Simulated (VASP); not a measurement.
These are revPBE GGA, VASP's PBE PAW potentials (set 64) (plane waves; VASP) values and carry that method's errors.

Input for VASP

KPOINTS:
```
Automatic mesh
0
Gamma
6 6 6
0 0 0
```

**INCAR**
```
SYSTEM = KMgF3
PREC = Accurate; ENCUT = 520; LREAL = F
LASPH = T
EDIFF = 1E-7; NELM = 100; ALGO = Normal
ISMEAR = 0; SIGMA = 0.05
GGA = RE
ISIF = 2
LWAVE = F; LCHARG = F
```

POSCAR:
```
KMgF3
4.0243890
  1.0000000693   0.0000000000   0.0000000000
  0.0000000000   1.0000000693   0.0000000000
  0.0000000000   0.0000000000   1.0000000693
K Mg F
1 1 3
Cart
  0.0000000000   0.0000000000   0.0000000000
  0.5000000347   0.5000000347   0.5000000347
  0.5000000347   0.0000000000   0.5000000347
  0.0000000000   0.5000000347   0.5000000347
  0.5000000347   0.5000000347   0.0000000000
```

POTCAR, in this order: K_sv Mg F (PBE.64 set). Program: vasp_std.

Output of the run:

**OUTCAR**
```
 ion  position               nearest neighbor table
   1  0.000  0.000  0.000-   3 2.85   4 2.85   5 2.85   3 2.85   4 2.85   4 2.85   5 2.85   4 2.85
                             3 2.85   5 2.85   3 2.85   5 2.85   2 3.49   2 3.49   2 3.49   2 3.49
   2  0.500  0.500  0.500-   3 2.01   4 2.01   5 2.01   5 2.01   3 2.01   4 2.01   1 3.49   1 3.49
                             1 3.49   1 3.49   1 3.49   1 3.49   1 3.49   1 3.49
   3  0.500  0.000  0.500-   2 2.01   2 2.01   1 2.85   1 2.85   1 2.85   1 2.85
   4  0.000  0.500  0.500-   2 2.01   2 2.01   1 2.85   1 2.85   1 2.85   1 2.85
   5  0.500  0.500  0.000-   2 2.01   2 2.01   1 2.85   1 2.85   1 2.85   1 2.85
  LATTYP: Found a simple cubic cell.
 ALAT       =     4.0243892790
 Subroutine PRICEL returns:
 Original cell was already a primitive cell.
 Subroutine GETGRP returns: Found 48 space group operations
The static configuration has the point symmetry O_h .
The dynamic configuration has the point symmetry O_h .
 Subroutine INISYM returns: Found 48 space group operations
 Subroutine IBZKPT returns following result:
 Found     20 irreducible k-points:

 Following reciprocal coordinates:
            Coordinates               Weight
  0.000000  0.000000  0.000000      1.000000
  0.166667  0.000000  0.000000      6.000000
  0.333333  0.000000  0.000000      6.000000
  0.500000  0.000000  0.000000      3.000000
...
```

File OSZICAR:
```
       N       E                     dE             d eps       ncg     rms          rms(c)
DAV:   1     0.251019734437E+03    0.25102E+03   -0.17767E+04   800   0.156E+03
DAV:   2    -0.140059270225E+02   -0.26503E+03   -0.25778E+03  1112   0.386E+02
DAV:   3    -0.250669795745E+02   -0.11061E+02   -0.11037E+02   960   0.775E+01
DAV:   4    -0.254119544656E+02   -0.34497E+00   -0.34448E+00  1384   0.116E+01
DAV:   5    -0.254129776331E+02   -0.10232E-02   -0.10231E-02   924   0.675E-01    0.913E+00
DAV:   6    -0.231637542918E+02    0.22492E+01   -0.97070E+00   892   0.228E+01    0.356E+00
DAV:   7    -0.231818696423E+02   -0.18115E-01   -0.25724E-01  1064   0.346E+00    0.228E+00
DAV:   8    -0.232086243731E+02   -0.26755E-01   -0.93576E-02   936   0.325E+00    0.301E-01
DAV:   9    -0.232094789034E+02   -0.85453E-03   -0.14676E-02  1004   0.921E-01    0.134E-01
DAV:  10    -0.232102626291E+02   -0.78373E-03   -0.16275E-03  1060   0.345E-01    0.598E-02
DAV:  11    -0.232103124047E+02   -0.49776E-04   -0.27248E-04   948   0.128E-01    0.381E-02
DAV:  12    -0.232102785213E+02    0.33883E-04   -0.18630E-04   932   0.958E-02    0.346E-03
DAV:  13    -0.232102795740E+02   -0.10527E-05   -0.50951E-06   992   0.173E-02    0.136E-03
DAV:  14    -0.232102795306E+02    0.43422E-07   -0.42313E-07   900   0.506E-03
   1 F= -.23210280E+02 E0= -.23210280E+02  d E =-.117106E-12
```

OUTCAR:
```
------------------------ aborting loop because EDIFF is reached ----------------------------------------
  FORCE on cell =-STRESS in cart. coord.  units (eV):
  Direction    XX          YY          ZZ          XY          YZ          ZX
  --------------------------------------------------------------------------------------
  Total        1.7480481      1.7480481      1.7480481     -0.0000000      0.0000000     -0.0000000
  in kB       42.9698683     42.9698683     42.9698683     -0.0000000      0.0000000     -0.0000000
  external PRESSURE =      42.9698683 kB  Pullay stress =       0.0000000 kB
  volume of cell :       65.18
      direct lattice vectors                 reciprocal lattice vectors
     4.024389279  0.000000000  0.000000000     0.248484908  0.000000000  0.000000000
     0.000000000  4.024389279  0.000000000     0.000000000  0.248484908  0.000000000
     0.000000000  0.000000000  4.024389279     0.000000000  0.000000000  0.248484908
 POSITION                                       TOTAL-FORCE (eV/Angst)
 -----------------------------------------------------------------------------------
      0.00000      0.00000      0.00000         0.000000      0.000000      0.000000
      2.01219      2.01219      2.01219         0.000000      0.000000      0.000000
      2.01219      0.00000      2.01219         0.000000      0.000000      0.000000
      0.00000      2.01219      2.01219         0.000000      0.000000      0.000000
      2.01219      2.01219      0.00000         0.000000      0.000000      0.000000
 -----------------------------------------------------------------------------------
    total drift:                                0.000000      0.000000     -0.000000
  FREE ENERGIE OF THE ION-ELECTRON SYSTEM (eV)
  ---------------------------------------------------
  free  energy   TOTEN  =       -23.2102795306 eV

  energy  without entropy=      -23.2102795306  energy(sigma->0) =      -23.21027953
```
(Selected blocks of OUTCAR.)

The compound is KMgF3 in the cubic perovskite structure. This cell is one point of a volume scan, at 0.94 of the reference volume.
